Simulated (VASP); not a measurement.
All values below come from PBE GGA, VASP's PBE PAW potentials (set 64) (plane waves; VASP).

A VASP calculation is set up with these files.

### KPOINTS
```
Automatic mesh
0
Gamma
4 4 4
0 0 0
```

### POSCAR
```
KMgF3
1
    4.0023410000     0.0000000000     0.0000000000
    0.0000000000     4.0023410000     0.0000000000
    0.0000000000     0.0000000000     4.0023410000
K Mg F
1 1 3
Direct
  0.5000000000   0.5000000000   0.5000000000
  0.0000000000   0.0000000000   0.0000000000
  0.0000000000   0.5000000000   0.0000000000
  0.5000000000   0.0000000000   0.0000000000
  0.0000000000   0.0000000000   0.5000000000
```

INCAR:
```
SYSTEM = KMgF3
PREC = Accurate; ENCUT = 400; LREAL = .FALSE.
LASPH = .TRUE.
EDIFF = 1E-6; NELM = 100; ALGO = Normal
ISMEAR = -1; SIGMA = 0.02
GGA = PE
ISIF = 2
LWAVE = .FALSE.; LCHARG = .FALSE.
```

POTCAR, in this order: K_sv Mg F (PBE.64 set). Program: vasp_std.

The run wrote:

**OUTCAR**
```
 ion  position               nearest neighbor table
   1  0.500  0.500  0.500-   3 2.83   4 2.83   5 2.83   3 2.83   4 2.83   4 2.83   5 2.83   4 2.83
                             3 2.83   5 2.83   3 2.83   5 2.83   2 3.47   2 3.47   2 3.47   2 3.47
   2  0.000  0.000  0.000-   3 2.00   4 2.00   5 2.00   5 2.00   3 2.00   4 2.00   1 3.47   1 3.47
                             1 3.47   1 3.47   1 3.47   1 3.47   1 3.47   1 3.47
   3  0.000  0.500  0.000-   2 2.00   2 2.00   1 2.83   1 2.83   1 2.83   1 2.83
   4  0.500  0.000  0.000-   2 2.00   2 2.00   1 2.83   1 2.83   1 2.83   1 2.83
   5  0.000  0.000  0.500-   2 2.00   2 2.00   1 2.83   1 2.83   1 2.83   1 2.83
  LATTYP: Found a simple cubic cell.
 ALAT       =     4.0023410000
 Subroutine PRICEL returns:
 Original cell was already a primitive cell.
 Subroutine GETGRP returns: Found 48 space group operations
The static configuration has the point symmetry O_h .
The dynamic configuration has the point symmetry O_h .
 Subroutine INISYM returns: Found 48 space group operations
 Subroutine IBZKPT returns following result:
 Found     10 irreducible k-points:

 Following reciprocal coordinates:
            Coordinates               Weight
  0.000000  0.000000  0.000000      1.000000
  0.250000  0.000000  0.000000      6.000000
  0.500000  0.000000  0.000000      3.000000
  0.250000  0.250000  0.000000     12.000000
  0.500000  0.250000  0.000000     12.000000
  0.500000  0.500000  0.000000      3.000000
  0.250000  0.250000  0.250000      8.000000
  0.500000  0.250000  0.250000     12.000000
  0.500000  0.500000  0.250000      6.000000
  0.500000  0.500000  0.500000      1.000000
   k-points           NKPTS =     10   k-points in BZ     NKDIM =     10   number of bands    NBANDS=     20
   number of dos      NEDOS =    301   number of ions     NIONS =      5
   total plane-waves  NPLWV =  21952
   dimension x,y,z NGX =    28 NGY =   28 NGZ =   28
   dimension x,y,z NGXF=    56 NGYF=   56 NGZF=   56
   ions per type =               1   1   3
   PREC   = accura    normal or accurate (medium, high low for compatibility)
   ISTART =      0    job   : 0-new  1-cont  2-samecut
   ICHARG =      2    charge: 1-file 2-atom 10-const
...
```

OSZICAR:
```
       N       E                     dE             d eps       ncg     rms          rms(c)
DAV:   1     0.206748310014E+03    0.20675E+03   -0.15574E+04   432   0.124E+03
DAV:   2    -0.166185849566E+02   -0.22337E+03   -0.21670E+03   524   0.358E+02
DAV:   3    -0.262124056164E+02   -0.95938E+01   -0.95780E+01   572   0.712E+01
DAV:   4    -0.265923573686E+02   -0.37995E+00   -0.37942E+00   604   0.816E+00
DAV:   5    -0.265935535729E+02   -0.11962E-02   -0.11961E-02   512   0.575E-01    0.858E+00
DAV:   6    -0.245228708511E+02    0.20707E+01   -0.84665E+00   436   0.210E+01    0.382E+00
DAV:   7    -0.245046065799E+02    0.18264E-01   -0.22691E-01   512   0.318E+00    0.240E+00
DAV:   8    -0.245016563564E+02    0.29502E-02   -0.68336E-02   472   0.276E+00    0.250E-01
DAV:   9    -0.245017343822E+02   -0.78026E-04   -0.12322E-02   500   0.791E-01    0.121E-01
DAV:  10    -0.245020138564E+02   -0.27947E-03   -0.10446E-03   520   0.256E-01    0.624E-02
DAV:  11    -0.245020406771E+02   -0.26821E-04   -0.16588E-04   472   0.979E-02    0.240E-02
DAV:  12    -0.245020254659E+02    0.15211E-04   -0.79451E-05   460   0.608E-02    0.179E-03
DAV:  13    -0.245020257292E+02   -0.26330E-06   -0.15437E-06   344   0.979E-03
   1 F= -.24502026E+02 E0= -.24502026E+02  d E =-.451656E-12
```

File OUTCAR:
```
------------------------ aborting loop because EDIFF is reached ----------------------------------------
  FORCE on cell =-STRESS in cart. coord.  units (eV):
  Direction    XX          YY          ZZ          XY          YZ          ZX
  --------------------------------------------------------------------------------------
  Total       -2.3137211     -2.3137211     -2.3137211      0.0000000      0.0000000      0.0000000
  in kB      -57.8201651    -57.8201651    -57.8201651      0.0000000      0.0000000      0.0000000
  external PRESSURE =     -57.8201651 kB  Pullay stress =       0.0000000 kB
  volume of cell :       64.11
      direct lattice vectors                 reciprocal lattice vectors
     4.002341000  0.000000000  0.000000000     0.249853773  0.000000000  0.000000000
     0.000000000  4.002341000  0.000000000     0.000000000  0.249853773  0.000000000
     0.000000000  0.000000000  4.002341000     0.000000000  0.000000000  0.249853773
 POSITION                                       TOTAL-FORCE (eV/Angst)
 -----------------------------------------------------------------------------------
      2.00117      2.00117      2.00117         0.000000      0.000000      0.000000
      0.00000      0.00000      0.00000         0.000000      0.000000      0.000000
      0.00000      2.00117      0.00000         0.000000      0.000000      0.000000
      2.00117      0.00000      0.00000         0.000000      0.000000      0.000000
      0.00000      0.00000      2.00117         0.000000      0.000000      0.000000
 -----------------------------------------------------------------------------------
    total drift:                                0.000000      0.000000     -0.000000
  FREE ENERGIE OF THE ION-ELECTRON SYSTEM (eV)
  ---------------------------------------------------
  free  energy   TOTEN  =       -24.5020257292 eV

  energy  without entropy=      -24.5020257292  energy(sigma->0) =      -24.50202573
```
(Selected blocks of OUTCAR.)

At this cut-off the stress carries a Pulay error, which pulls relaxed volumes low.

The structure comes from a computed database's KMgF3 entry; how it stands against other phases isn't given here. The cell was not relaxed at this level.
